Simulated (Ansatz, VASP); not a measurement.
## Cross-check of SrLi2Al6Si11O33 (glassy 69SiO2-19Al2O3-6SrO-6Li2O (mol %)) between VASP and Ansatz

Aim: how closely do two programs agree when they are given the same cell, functional and k mesh? Of the first pair: The structure shown is the start of the Ansatz relaxation below; VASP solves that cell, so the two are compared at the walk's first step.

Method: plane waves, with VASP 6.6.1 beside it; single point at PBE, in Ansatz 0.2.0.

### Step 1. Set-up

The cell holds 106 atoms: 22 Si, 12 Al, 2 Sr, 4 Li and 66 O. Cell: a = 10.840 Å, b = 10.840 Å, c = 10.840 Å, α = 90.0°, β = 90.0°, γ = 90.0°. As first built, before any earlier steps moved the atoms (in the runner's words): 106 atoms (22 Si, 12 Al, 2 Sr, 4 Li, 66 O) placed at random at 2.87 g/cm^3, melted at 4000 K for 10 ps at fixed volume with the Morse and Coulomb pair potential with partial charges (Pedone, Malavasi, Menziani, Cormack and Segre, J. Phys. Chem. B 110, 11780 (2006)). Quenched from 4000 K to 300 K at 50 K/ps and fixed volume, held 5 ps.

### Step 2. Ansatz: relaxation, PBE

Ansatz runs on its default PAW (the set named soft_2) files.

The two programs are compared at the cell with which this relaxation starts, whose forces are those of its first step.

File input.yaml:

```yaml
crystal:
  lattice:
    - [10.8397, 0.0, 0.0]
    - [0.0, 10.8397, 0.0]
    - [0.0, 0.0, 10.8397]
  atoms:
    - { symbol: Si, position: [0.90312, 0.94763, 0.67871] }
    - { symbol: Si, position: [0.61895, 0.7652, 0.51069] }
    - { symbol: Si, position: [0.73772, 0.16161, 0.58421] }
    - { symbol: Si, position: [0.77252, 0.44773, 0.63253] }
    - { symbol: Si, position: [0.00156, 0.82511, 0.05768] }
    - { symbol: Si, position: [0.94204, 0.38662, 0.29629] }
    - { symbol: Si, position: [0.41325, 0.26684, 0.93473] }
    - { symbol: Si, position: [0.21236, 0.76637, 0.86394] }
    - { symbol: Si, position: [0.77793, 0.01047, 0.03002] }
    - { symbol: Si, position: [0.47165, 0.41428, 0.61296] }
    - { symbol: Si, position: [0.48389, 0.72582, 0.94276] }
    - { symbol: Si, position: [0.2805, 0.56957, 0.14302] }
    - { symbol: Si, position: [0.05454, 0.43082, 0.03017] }
    - { symbol: Si, position: [0.39456, 0.90052, 0.59455] }
    - { symbol: Si, position: [0.62741, 0.79921, 0.17641] }
    - { symbol: Si, position: [0.11639, 0.41599, 0.52812] }
    - { symbol: Si, position: [0.26474, 0.62528, 0.63363] }
    - { symbol: Si, position: [0.60042, 0.49849, 0.37815] }
    - { symbol: Si, position: [0.8027, 0.54056, 0.91542] }
    - { symbol: Si, position: [0.75142, 0.16451, 0.30723] }
    - { symbol: Si, position: [0.24228, 0.0936, 0.0874] }
    - { symbol: Si, position: [0.87039, 0.66036, 0.24852] }
    - { symbol: Al, position: [0.37187, 0.1375, 0.67085] }
    - { symbol: Al, position: [0.86044, 0.9488, 0.43122] }
    - { symbol: Al, position: [0.5721, 0.03654, 0.81429] }
    - { symbol: Al, position: [0.70745, 0.78132, 0.79071] }
    - { symbol: Al, position: [0.53482, 0.30856, 0.17801] }
    - { symbol: Al, position: [0.33862, 0.84716, 0.21788] }
    - { symbol: Al, position: [0.14297, 0.0263, 0.82414] }
    - { symbol: Al, position: [0.54447, 0.5159, 0.04536] }
[... 70 atom lines left out ...]
    - { symbol: O, position: [0.89714, 0.91386, 0.00182] }
    - { symbol: O, position: [0.87211, 0.25314, 0.30363] }
    - { symbol: O, position: [0.93622, 0.70815, 0.12939] }
    - { symbol: O, position: [0.09334, 0.77837, 0.95611] }
    - { symbol: O, position: [0.20842, 0.65308, 0.7673] }
    - { symbol: O, position: [0.7901, 0.67606, 0.87744] }
kpoints:
  mp_grid: { grid: [1, 1, 1] }
hamiltonian:
  xc: pbe
scf:
  occupations: { method: fermi_dirac, width: 0.025 }
output:
  forces: true
relax:
  f_tol: 0.03
  max_steps: 200
  cell: {}
```

On the command line:

```
$ ansatz run input.yaml --threads 4 --pin off --max-ram 8192MiB --backend cpu --events-out ev --progress --plain --runs-dir out
```

Numbers of over 12 decimals in the logs are rounded to 6 here.

The log of the run:

```text
Engine: ansatz 0.2.0, aarch64-unknown-linux-gnu
Pseudopotentials: kind: paw
Pseudopotential: Si, paw, valence charge 4, recommended cutoff 420 eV (normal), Si.paw.azcp
Pseudopotential: Al, paw, valence charge 3, recommended cutoff 420 eV (normal), Al.paw.azcp
Pseudopotential: Sr, paw, valence charge 10, recommended cutoff 420 eV (normal), Sr.paw.azcp
Pseudopotential: Li, paw, valence charge 3, recommended cutoff 420 eV (normal), Li.paw.azcp
Pseudopotential: O, paw, valence charge 6, recommended cutoff 420 eV (normal), O.paw.azcp
Functional definition: PBE
  parameter kappa = 0.804
  parameter beta = 0.066725
  exchange = pbe_x(kappa = kappa, mu = beta*pi^2/3)
  correlation = pbe_c(beta = beta)
Crystal: 106 atoms, lattice volume = 1273.655 Å³
Basis set: ecut = 420 eV, 24885 PW (Γ), exchange–correlation on 150×150×150 points (8 copies of the dense FFT grid, shifted against one another)
Bands: 382, of which v1, the nominal top of the filled ones, is band 276 counted from 1 (275 counted from 0)
Symmetry: 1 space group operations
Space group: P1 (ITA 1), of the structure as read, at distance tolerance 1.1e-4 Å
k-points: 1
Non-local potential: Si, projectors of the file, l = 0: 2, l = 1: 2, l = 2: 2
Non-local potential: Al, projectors of the file, l = 0: 2, l = 1: 2, l = 2: 1
Non-local potential: Sr, projectors of the file, l = 0: 3, l = 1: 2, l = 2: 2
Non-local potential: Li, projectors of the file, l = 0: 3, l = 1: 2, l = 2: 1
Non-local potential: O, projectors of the file, l = 0: 2, l = 1: 2, l = 2: 1
PAW form: soft (Blöchl's): semilocal exchange-correlation on the pseudo side does not see the compensation charge
PAW one-centre angular grid: Si, 110 points (default); XC on 64 Gauss nodes
PAW one-centre angular grid: Al, 110 points (default); XC on 64 Gauss nodes
PAW one-centre angular grid: Sr, 110 points (default); XC on 64 Gauss nodes
PAW one-centre angular grid: Li, 110 points (default); XC on 64 Gauss nodes
PAW one-centre angular grid: O, 110 points (default); XC on 64 Gauss nodes
Initial density: superposition of atomic densities (neutral atoms: chi_scale 0, normalization atom), corrected by the library's trained network
Initial wavefunctions: pseudopotential atomic-orbital guess
Functional: x = pbe(κ = 0.804, μ = 0.219515), c = pbe(β = 0.066725)
SCF iter   1: F=—  HF=-65908.801050 eV  |F-HF|=—  |Δ(HF+E_count)|=         —  Δρ=2.44e-3  dr2=1.11e-1  ethr=1.77e-3  ⟨swp⟩=7.0  Hψ=1875  notcnv=0  defer=35
preconditioner: auto → Resta (q_TF=auto, 2.373 Å⁻¹)  ε∞=3.3  [insulator: Δε(μ)=3.238 eV  Ē_g=15.942 eV  σ=0.025 eV  W_gap=1.00  n_scr=256 (ndim 8)  ℏωp=24.2 eV  f_vac=0.085  D(μ)=0.00/eV (n_scr^D=0)  ε∞_Penn≈3.3]
SCF iter   2: F=—  HF=-65908.811265 eV  |F-HF|=—  |Δ(HF+E_count)|=   1.02e-2  Δρ=1.31e-3  dr2=3.07e-2  ethr=2.00e-5  ⟨swp⟩=2.0  Hψ=623  notcnv=0  defer=99
SCF iter   3: F=—  HF=-65908.810983 eV  |F-HF|=—  |Δ(HF+E_count)|=   2.82e-4  Δρ=6.47e-4  dr2=7.58e-3  ethr=5.57e-6  ⟨swp⟩=2.0  Hψ=497  notcnv=0  defer=99
SCF iter   4: F=—  HF=-65908.809724 eV  |F-HF|=—  |Δ(HF+E_count)|=   1.26e-3  Δρ=1.97e-4  dr2=5.82e-4  ethr=1.37e-6  ⟨swp⟩=2.0  Hψ=497  notcnv=0  defer=99
SCF iter   5: F=—  HF=-65908.809716 eV  |F-HF|=—  |Δ(HF+E_count)|=   7.94e-6  Δρ=1.13e-4  dr2=1.42e-4  ethr=1.05e-7  ⟨swp⟩=2.0  Hψ=491  notcnv=0  defer=99
SCF iter   6: F=—  HF=-65908.809807 eV  |F-HF|=—  |Δ(HF+E_count)|=   9.17e-5  Δρ=4.78e-5  dr2=2.60e-5  ethr=2.58e-8  ⟨swp⟩=2.0  Hψ=531  notcnv=0  defer=99
SCF iter   7: F=—  HF=-65908.807324 eV  |F-HF|=—  |Δ(HF+E_count)|=   2.48e-3  Δρ=1.45e-5  dr2=2.52e-6  ethr=4.72e-9  ⟨swp⟩=2.0  Hψ=658  notcnv=0  defer=99
SCF iter   8: F=—  HF=-65908.807326 eV  |F-HF|=—  |Δ(HF+E_count)|=   1.81e-6  Δρ=9.85e-6  dr2=9.86e-7  ethr=4.57e-10  ⟨swp⟩=2.0  Hψ=553  notcnv=0  defer=99
SCF iter   9: F=-65908.807326 eV  HF=-65908.807326 eV  |F-HF|=2.35e-8  |Δ(HF+E_count)|=   3.07e-8  Δρ=2.05e-6  dr2=4.87e-8  ethr=1.81e-11  ⟨swp⟩=3.0  Hψ=1281  notcnv=0
SCF 1 converged in 9 iterations: F = -65908.807326 eV  dr2 = 4.87e-8
  greatest PAW one-centre occupation: 1.000 electrons in one spin orbital (limit 2), on the Li atom at site 39 (counted from 0), in its partial waves of l = 0
relax step   1: F+E_penalty+E_count = -65908.80732558 eV  Δ(F+E_penalty+E_count) = +0.000e0 eV  max|allowed force component| = 4.537e0 eV/Å  Δτ_max = 0.0000 Å  P = +7.313 GPa  Ω = 1273.655 Å³  (9 SCF iters, dr2 threshold 1.00e-7 eV, accepted)
Crystal: 106 atoms, lattice volume = 1288.143 Å³
Basis set: ecut = 420 eV, 25215 PW (Γ), exchange–correlation on 150×150×150 points (8 copies of the dense FFT grid, shifted against one another)
Initial density: handed on by an earlier stage of this run
Initial wavefunctions: those handed on with the density
iter 1 solved again at ethr=1.98e-4 eV; its pass at ethr=3.10e-3 eV (dr2=1.09e0 eV) is discarded
[...]
- [-0.161609, -0.014877, 11.112821]
  atoms:
    - { symbol: Si, position: [0.890897, 0.954022, 0.681512] }
    - { symbol: Si, position: [0.617538, 0.764733, 0.508812] }
    - { symbol: Si, position: [0.742033, 0.171852, 0.583696] }
    - { symbol: Si, position: [0.758700, 0.449866, 0.625179] }
    - { symbol: Si, position: [0.0010653, 0.815082, 0.058986] }
    - { symbol: Si, position: [0.941554, 0.395488, 0.292973] }
    - { symbol: Si, position: [0.409226, 0.258359, 0.941819] }
    - { symbol: Si, position: [0.206889, 0.777258, 0.861276] }
    - { symbol: Si, position: [0.791201, 0.00532544, 0.032270] }
    - { symbol: Si, position: [0.468757, 0.408831, 0.610427] }
    - { symbol: Si, position: [0.488194, 0.744860, 0.931569] }
    - { symbol: Si, position: [0.281708, 0.558784, 0.147279] }
    - { symbol: Si, position: [0.051043, 0.424138, 0.029178] }
    - { symbol: Si, position: [0.403014, 0.902320, 0.594445] }
    - { symbol: Si, position: [0.626602, 0.812085, 0.171102] }
    - { symbol: Si, position: [0.129272, 0.425140, 0.526443] }
    - { symbol: Si, position: [0.276158, 0.628633, 0.641622] }
    - { symbol: Si, position: [0.597367, 0.502008, 0.394464] }
    - { symbol: Si, position: [0.804153, 0.533147, 0.901483] }
    - { symbol: Si, position: [0.747800, 0.167187, 0.316943] }
    - { symbol: Si, position: [0.243192, 0.080231, 0.087976] }
    - { symbol: Si, position: [0.869750, 0.664550, 0.248397] }
    - { symbol: Al, position: [0.369321, 0.129751, 0.694175] }
    - { symbol: Al, position: [0.878113, 0.950917, 0.432822] }
    - { symbol: Al, position: [0.592374, 0.031397, 0.808419] }
    - { symbol: Al, position: [0.694193, 0.765624, 0.777606] }
    - { symbol: Al, position: [0.534487, 0.312916, 0.190690] }
    - { symbol: Al, position: [0.351545, 0.843561, 0.212791] }
    - { symbol: Al, position: [0.130303, 0.033384, 0.824941] }
    - { symbol: Al, position: [0.546981, 0.511040, 0.010708] }
    - { symbol: Al, position: [0.130747, 0.968676, 0.289025] }
    - { symbol: Al, position: [0.885009, 0.709018, 0.524214] }
    - { symbol: Al, position: [0.177482, 0.314159, 0.795630] }
    - { symbol: Al, position: [0.334353, 0.378513, 0.360099] }
    - { symbol: Sr, position: [0.456855, 0.064431, 0.352097] }
    - { symbol: Sr, position: [0.844825, 0.234690, 0.870198] }
    - { symbol: Li, position: [0.197732, 0.686523, 0.344747] }
    - { symbol: Li, position: [0.147993, -0.051569, 0.538426] }
    - { symbol: Li, position: [0.331344, 0.531454, 0.882936] }
    - { symbol: Li, position: [0.002638, 0.173405, 0.162834] }
    - { symbol: O, position: [0.935061, 0.496208, 0.970734] }
    - { symbol: O, position: [0.606221, 0.438105, 0.662049] }
    - { symbol: O, position: [0.847546, 0.578222, 0.604663] }
    - { symbol: O, position: [0.867393, 0.127673, 0.073952] }
    - { symbol: O, position: [0.407329, 0.268089, 0.275889] }
    - { symbol: O, position: [0.017999, 0.425340, 0.420173] }
    - { symbol: O, position: [0.078487, 0.318164, 0.924417] }
    - { symbol: O, position: [0.661050, 0.132547, 0.695529] }
    - { symbol: O, position: [0.553846, 0.724901, 0.066370] }
    - { symbol: O, position: [0.672996, 0.175579, 0.450073] }
    - { symbol: O, position: [0.846463, 0.053235, 0.567547] }
    - { symbol: O, position: [0.174702, 0.580640, 0.536285] }
    - { symbol: O, position: [0.687937, 0.934723, 0.114731] }
    - { symbol: O, position: [0.266750, 0.889333, 0.340258] }
    - { symbol: O, position: [0.166804, 0.111539, 0.211105] }
    - { symbol: O, position: [0.798618, 0.442264, 0.782418] }
    - { symbol: O, position: [0.332386, 0.765506, 0.601945] }
    - { symbol: O, position: [0.498076, 0.603049, 0.880366] }
    - { symbol: O, position: [0.706126, 0.059776, 0.919825] }
    - { symbol: O, position: [0.343071, 0.785031012812, 0.932577] }
    - { symbol: O, position: [0.513137, 0.851323, 0.255764] }
    - { symbol: O, position: [0.757860, 0.818132, 0.476299] }
    - { symbol: O, position: [0.517696, 0.882095, 0.501282] }
    - { symbol: O, position: [0.958148, 0.845533, 0.600598] }
[...]
- { symbol: O, position: [0.467427, 0.437863, 0.458368] }
    - { symbol: O, position: [0.636054, 0.190665, 0.221144] }
    - { symbol: O, position: [0.889420, 0.894577, -0.00453812] }
    - { symbol: O, position: [0.863882, 0.266470, 0.312482] }
    - { symbol: O, position: [0.944491, 0.691365, 0.126777] }
    - { symbol: O, position: [0.093789, 0.765641, 0.952957] }
    - { symbol: O, position: [0.217988, 0.647536, 0.777161] }
    - { symbol: O, position: [0.792079, 0.676056, 0.863239] }
```

Reading the cycles: dr2 is the Hartree energy of the density residual (eV), the measure of convergence; HF is the Harris–Foulkes estimate of the energy, which meets the free energy F at convergence.

### Step 3. VASP: single point, PBE, start cell, pair 1

The same cell, functional, mesh and smearing now go to VASP, with its own data sets.

Lines of VASP's logs that name or quote its potential files are left out, and so is its time.

File INCAR:

```
SYSTEM = SrLi2Al6Si11O33
PREC = Accurate
ENCUT = 650
EDIFF = 1E-06
NELM = 120
ISMEAR = -1
SIGMA = 0.025
LREAL = Auto
ALGO = Normal
GGA = PE
NBANDS = 352
LORBIT = 11
LWAVE = .FALSE.
LCHARG = .FALSE.
ISIF = 2
LASPH = .TRUE.
GGA_COMPAT = .FALSE.
EFERMI = MIDGAP
NCORE = 2
```

File POSCAR:

```
SrLi2Al6Si11O33
1.0
   10.8397000000      0.0000000000      0.0000000000
    0.0000000000     10.8397000000      0.0000000000
    0.0000000000      0.0000000000     10.8397000000
Si Al Sr Li O
22 12 2 4 66
Direct
    0.9031246252      0.9476277019      0.6787088204
    0.6189470188      0.7651964538      0.5106875652
    0.7377233687      0.1616096386      0.5842135852
    0.7725213797      0.4477337934      0.6325267304
    0.0015590837      0.8251058609      0.0576768730
    0.9420371412      0.3866158658      0.2962904877
    0.4132494442      0.2668431783      0.9347306660
    0.2123582756      0.7663680729      0.8639353488
    0.7779274334      0.0104707695      0.0300192810
    0.4716458943      0.4142826831      0.6129597683
    0.4838879305      0.7258226704      0.9427567184
    0.2804966927      0.5695729587      0.1430205633
    0.0545402548      0.4308237313      0.0301668865
    0.3945588900      0.9005230772      0.5945459745
    0.6274066625      0.7992103102      0.1764070961
    0.1163869849      0.4159893724      0.5281234721
    0.2647397991      0.6252756073      0.6336337722
    0.6004225209      0.4984916557      0.3781469967
    0.8026974916      0.5405592406      0.9154220135
    0.7514230099      0.1645063978      0.3072317500
    0.2422760778      0.0936003764      0.0874009428
    0.8703930921      0.6603596040      0.2485216381
    0.3718737603      0.1375038055      0.6708488242
    0.8604389420      0.9487993210      0.4312204212
    0.5721007039      0.0365416017      0.8142937535
    0.7074457780      0.7813223613      0.7907137651
    0.5348210744      0.3085602000      0.1780123066
    0.3386163824      0.8471636669      0.2178842588
    0.1429744366      0.0263014659      0.8241371994
    0.5444707879      0.5158998865      0.0453610340
[... 70 atom lines left out ...]
    0.8971373747      0.9138629298      0.0018173935
    0.8721090067      0.2531435372      0.3036338644
    0.9362159469      0.7081469044      0.1293854996
    0.0933420667      0.7783702501      0.9561057963
    0.2084190522      0.6530808048      0.7672998330
    0.7900956669      0.6760611456      0.8774412576
```

File KPOINTS:

```
Automatic mesh
0
Gamma
1 1 1
0 0 0
```

Potentials, in the order of the species: Si, Al, Sr_sv, Li_sv and O (PBE family, release 64).

On the command line:

```
$ mpirun -np 8 vasp_gam
```

The log of the run:

```text
[banner, memory and clock lines left out]
running    8 mpi-ranks, on    1 nodes
[...]
LDA part: xc-table for (Slater+PW92), standard interpolation
 POSCAR, INCAR and KPOINTS ok, starting setup
[...]
entering main loop
       N       E                     dE             d eps       ncg     rms          rms(c)
DAV:   1     0.583718284298E+04    0.58372E+04   -0.36861E+05   704   0.188E+03
DAV:   2    -0.367253127302E+03   -0.62044E+04   -0.59701E+04   864   0.424E+02
DAV:   3    -0.877975614591E+03   -0.51072E+03   -0.50719E+03   824   0.129E+02
DAV:   4    -0.896737061854E+03   -0.18761E+02   -0.18684E+02   920   0.214E+01
[...]
DAV:  18    -0.780575283493E+03   -0.70751E-06   -0.65509E-05   832   0.171E-02    0.159E-02
DAV:  19    -0.780575282294E+03    0.11984E-05   -0.72600E-06   832   0.686E-03    0.788E-03
DAV:  20    -0.780575282879E+03   -0.58429E-06   -0.46311E-06   696   0.491E-03
   1 F= -.78057528E+03 E0= -.78057528E+03  d E =0.000000E+00
```

From OUTCAR (step 3):

```text
  Total       55.1980903     47.9614666     66.4993514    -13.7918730      1.8841202     -1.7924110
  in kB       69.4357045     60.3324899     83.6519758    -17.3493034      2.3701040     -2.2547396
  external PRESSURE =      71.1400568 kB  Pullay stress =       0.0000000 kB

 POSITION                                       TOTAL-FORCE (eV/Angst)
 -----------------------------------------------------------------------------------
      9.78960     10.27200      7.35700        -0.583393     -0.213232      0.429911
      6.70920      8.29450      5.53570         1.281205     -2.223926      4.082841
      7.99670      1.75180      6.33270        -0.365064      2.716194     -1.528619
      8.37390      4.85330      6.85640        -4.170883     -2.206551      0.078483
      0.01690      8.94390      0.62520        -2.597417     -0.315736      0.542288
     10.21140      4.19080      3.21170        -0.233317     -1.010127     -2.289863
      4.47950      2.89250     10.13220        -2.481397     -1.286156      1.150120
      2.30190      8.30720      9.36480        -1.078936      1.822917      1.081457
      8.43250      0.11350      0.32540         3.141944     -0.943696      2.546626
[...]
9.03490      0.51090      6.17040         2.663288     -1.851787     -0.068232
      1.72110      6.22330      5.85240        -0.910027      0.685554     -0.468673
      7.44970      9.91130      1.20090         0.616458      1.779939     -0.447850
      2.64710      9.60810      3.63630        -0.531184      0.751221      2.181943
[...]
-----------------------------------------------------------------------------------
    total drift:                               -0.034658      0.025070      0.040184

  FREE ENERGIE OF THE ION-ELECTRON SYSTEM (eV)
  ---------------------------------------------------
  free  energy   TOTEN  =      -780.5752828787 eV

  energy  without entropy=     -780.5752828787  energy(sigma->0) =     -780.57528288

[... 3 further parts left out ...]
[key lines of the parts left out:]
E-fermi :   4.8424
```

The run ends at a pressure of 7.11 GPa, with forces up to 5.9 eV/Å.

### Step 4. Comparison

Known differences besides the potentials themselves: the cutoff is 420 eV in Ansatz and 650 eV in VASP (PREC = Accurate, projectors in real space). Total energies have different zeros and are not compared.

Forces on 9 of the 106 atoms, those with the largest forces and the largest differences (eV/Å; atoms numbered as in POSCAR):

```
atom         Ansatz x, y, z           VASP x, y, z
 Si2   1.315, -2.231, 4.086   1.281, -2.224, 4.083
 Si4  -4.134, -2.176, 0.076  -4.171, -2.207, 0.078
 Si9   3.146, -0.903, 2.529   3.142, -0.944, 2.547
Si11  3.660, -1.186, -4.537  3.608, -1.155, -4.525
Si18   -1.548, 1.272, 1.436   -1.634, 1.333, 1.425
 O49   1.614, -0.900, 3.819   1.636, -0.894, 3.863
 O60   -4.372, 1.605, 0.142   -4.376, 1.608, 0.132
 O70  4.223, -2.943, -2.285  4.296, -2.956, -2.338
 O85   3.035, -1.383, 1.767   3.139, -1.427, 1.818
```

The forces differ by 27 meV/Å r.m.s., which is 1.9 % of the r.m.s. force of 1.434 eV/Å (both taken over all components).

### Step 5. Ansatz: relaxation, PBE

This run makes the geometry at which the two programs are then compared. The cell compared in this pair holds 1294.02 Å³, against 1273.65 Å³ for the pair before.

The structure compared here is the end of the Ansatz relaxation.

input.yaml is that of step 2.

On the command line:

```
$ ansatz run input.yaml --threads 4 --pin off --max-ram 8192MiB --backend cpu --events-out ev --progress --plain --runs-dir out
```

The log of the run:

```text
[...]
Crystal: 106 atoms, lattice volume = 1273.655 Å³
Basis set: ecut = 420 eV, 24885 PW (Γ), exchange–correlation on 150×150×150 points (8 copies of the dense FFT grid, shifted against one another)
Bands: 382, of which v1, the nominal top of the filled ones, is band 276 counted from 1 (275 counted from 0)
Symmetry: 1 space group operations
[...]
k-points: 1
[...]
- { symbol: O, position: [0.606221, 0.438105, 0.662049] }
    - { symbol: O, position: [0.847546, 0.578222, 0.604663] }
    - { symbol: O, position: [0.867393, 0.127673, 0.073952] }
    - { symbol: O, position: [0.407329, 0.268089, 0.275889] }
    - { symbol: O, position: [0.017999, 0.425340, 0.420173] }
    - { symbol: O, position: [0.078487, 0.318164, 0.924417] }
    - { symbol: O, position: [0.661050, 0.132547, 0.695529] }
[...]
- { symbol: O, position: [0.944491, 0.691365, 0.126777] }
    - { symbol: O, position: [0.093789, 0.765641, 0.952957] }
    - { symbol: O, position: [0.217988, 0.647536, 0.777161] }
    - { symbol: O, position: [0.792079, 0.676056, 0.863239] }
```

(Part 1 of 2 ends here.)

[Lines on the potential files, build, host, timing and source positions are cut from VASP's logs without a mark.]

[Logs are printed without paths, hosts, clocks, repeated set-up lines and the standing remarks that a program may print on its own settings, such as how far it seeks lower states.]

[Hosts, paths, dates, database ids (printed as entryN), source tags and the programs' standing remarks are cut or masked in the printed files.]
